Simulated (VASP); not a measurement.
```xyz
8
Lattice="3.5793 0.0000 0.0000 0.0000 3.5793 0.0000 0.0000 0.0000 24.8960" Properties=species:S:1:pos:R:3 pbc="T T T"
Li     0.0000     1.7897     8.6516
Li     1.7897     0.0000    11.1825
Li     0.0000     1.7897    13.7135
Li     1.7897     0.0000    16.2445
Cl     0.0000     1.7897    11.1825
Cl     1.7897     0.0000     8.6516
Cl     0.0000     1.7897    16.2445
Cl     1.7897     0.0000    13.7135
```

These are PBEsol GGA, VASP's PBE PAW potentials (set 64) (plane waves; VASP) values and carry that method's errors. Run with PREC = Normal, EDIFF = 1E-5, 450 eV cut-off, 6×6×1 Γ-centred mesh, Gaussian smearing of 0.050 eV, potentials Li_sv Cl.

**Question.** The ions are relaxed. Give the cell that the relaxation ends in.

**Answer.** 
```xyz
8
Lattice="3.5793 0.0000 0.0000 0.0000 3.5793 0.0000 0.0000 0.0000 24.8960" Properties=species:S:1:pos:R:3 pbc="T T T"
Li     0.0000     1.7897     8.7700
Li     1.7897     0.0000    11.1036
Li     0.0000     1.7897    13.7924
Li     1.7897     3.5793    16.1260
Cl     3.5793     1.7897    11.1956
Cl     1.7897     0.0000     8.5828
Cl     0.0000     1.7897    16.3132
Cl     1.7897     0.0000    13.7004
```

**Question.** How much energy does the relaxation gain?

**Answer.** The energy (σ→0) changes by -7.0 meV/atom, in 10 ionic steps.

The cell is a thin slab with vacuum, built from LiCl (rock salt): (100) face.
